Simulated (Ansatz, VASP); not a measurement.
## Ca3SiSe in VASP and in Ansatz

INCAR

```
ALGO = Fast
EDIFF = 1E-6
ENCUT = 520
GGA = PE
ISIF = 2
ISMEAR = 0
LASPH = T
LCHARG = F
LREAL = F
LWAVE = F
NBANDS = 28
NELM = 100
PREC = Accurate
SIGMA = 0.05
```

File KPOINTS:

```
k-points
0
Gamma
  4 4 4
```

The input POSCAR:

```
Ca3SiSe
1.0
    5.9600000000      0.0000000000      0.0000000000
    0.0000000000      5.9600000000      0.0000000000
    0.0000000000      0.0000000000      5.9600000000
Si Se Ca
1 1 3
Direct
    0.0000000000      0.0000000000      0.0000000000
    0.5000000000      0.5000000000      0.5000000000
    0.5000000000      0.5000000000      0.0000000000
    0.5000000000      0.0000000000      0.5000000000
    0.0000000000      0.5000000000      0.5000000000
```

Input for Ansatz:

```yaml
crystal:
  lattice:
    - [5.96, 0.0, 0.0]
    - [0.0, 5.96, 0.0]
    - [0.0, 0.0, 5.96]
  atoms:
    - { symbol: Si, position: [0.0, 0.0, 0.0] }
    - { symbol: Se, position: [0.5, 0.5, 0.5] }
    - { symbol: Ca, position: [0.5, 0.5, 0.0] }
    - { symbol: Ca, position: [0.5, 0.0, 0.5] }
    - { symbol: Ca, position: [0.0, 0.5, 0.5] }
basis:
  ecutwfc: 420
kpoints:
  mp_grid: { grid: [4, 4, 4] }
hamiltonian:
  xc: pbe
scf:
  occupations: { method: gaussian, width: 0.05 }
output:
  forces: true
  stress: true
  eigenvalues: true
```

The cell comes from a database or a generator and needn't be the stable form of this composition.

Alike in both runs: task single point; functional PBE; k mesh 4 × 4 × 4; occupations gaussian, width 0.05 eV; no spin polarisation.

|  | VASP | Ansatz |
| --- | --- | --- |
| version | VASP 6.6.1 | Ansatz 0.2.0 |
| potentials or method | VASP PAW PBE potentials, release 64 (Si, Se, Ca_sv) | scalar-relativistic, plane waves, PAW |
| plane-wave cutoff (eV) | 520 | 420 |
| valence electrons in the cell | 40 | 50 |

VASP gave:

```
gap on the k mesh at the Fermi level (eV) : none
pressure (GPa)                            : -5.5
```

Task: Estimate Ansatz's values.

Result: gap on the k mesh at the Fermi level (eV): none; pressure (GPa): -5.6.

A gap of «none» marks a metal or a gap that the smearing closes. The two sets of potentials don't hold the same shells in valence.
